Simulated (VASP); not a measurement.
An input for Quantum ESPRESSO's pw.x (written as the equivalent of a VASP run, and not itself run):

```
&CONTROL
  calculation = 'vc-relax'
  pseudo_dir = './pseudo'
  outdir = './out'
  tprnfor = .true.
  tstress = .true.
  nstep = 40
  forc_conv_thr = 0.00078
/
&SYSTEM
  ibrav = 0
  nat = 4
  ntyp = 2
  ecutwfc = 44
  occupations = 'smearing'
  smearing = 'methfessel-paxton'
  degauss = 0.00735
  input_dft = 'pbesol'
/
&ELECTRONS
  conv_thr = 7.3e-08
  electron_maxstep = 100
/
&IONS
/
&CELL
/
ATOMIC_SPECIES
  Al 26.982 Al.upf
  P 30.974 P.upf
CELL_PARAMETERS angstrom
     3.5712706    0.0000000    0.0000000
    -1.7856353    3.0928112   -0.0000000
     0.0000000    0.0000000    5.7590959
ATOMIC_POSITIONS crystal
  Al   0.0000000  0.0000000  0.0000000
  Al   0.0000000  0.0000000  0.5000000
  P    0.3333330  0.6666670  0.2500000
  P    0.6666670  0.3333330  0.7500000
K_POINTS automatic
  10 10 6 0 0 0
```

Question: Translate this input to VASP (INCAR, KPOINTS, POSCAR, choice of POTCAR).

Answer: Several could match; the one computed here: 
File POSCAR:
```
AlP
1
    3.5712705912     0.0000000000     0.0000000000
   -1.7856352956     3.0928111908    -0.0000000000
    0.0000000000     0.0000000000     5.7590958649
Al P
2 2
Direct
  0.0000000000   0.0000000000   0.0000000000
  0.0000000000   0.0000000000   0.5000000000
  0.3333330000   0.6666670000   0.2500000000
  0.6666670000   0.3333330000   0.7500000000
```

KPOINTS:
```
kpoints
0
Gamma
 10 10 6
```

INCAR:
```
! general
SYSTEM=AlP
PREC  =Accurate
ENCUT =500   ! plane-wave cut-off (eV)
LREAL =F   ! projection in real space or not
LASPH =T   ! aspherical one-centre terms

! electronic loop
EDIFF =1E-6   ! SCF stop (eV)
NELM  =100
ALGO  =Normal   ! blocked Davidson

! smearing
ISMEAR=1
SIGMA =0.1

! functional
GGA   =PS   ! PBEsol

! ions
IBRION=2   ! conjugate gradients
NSW   =40
ISIF  =3   ! ions, shape and volume
EDIFFG=-0.02   ! ionic stop

! output
LWAVE =F
LCHARG=F
```

POTCAR, in this order: Al P (PBE.64 set). Program: vasp_std.

Limits of the translation: the potentials are each code's own (VASP's PAW set, PseudoDojo norm-conserving files in pw.x), so ENCUT and ecutwfc are chosen apart and not converted; conv_thr bounds pw.x's estimated SCF error, while EDIFF bounds the energy change between steps; forc_conv_thr acts on force components and is met together with etot_conv_thr.

The structure was generated: AlP was put into the NiAs type type (P6_3/mmc), which need not be its known phase. It was relaxed first, which changed the volume by +10 %.
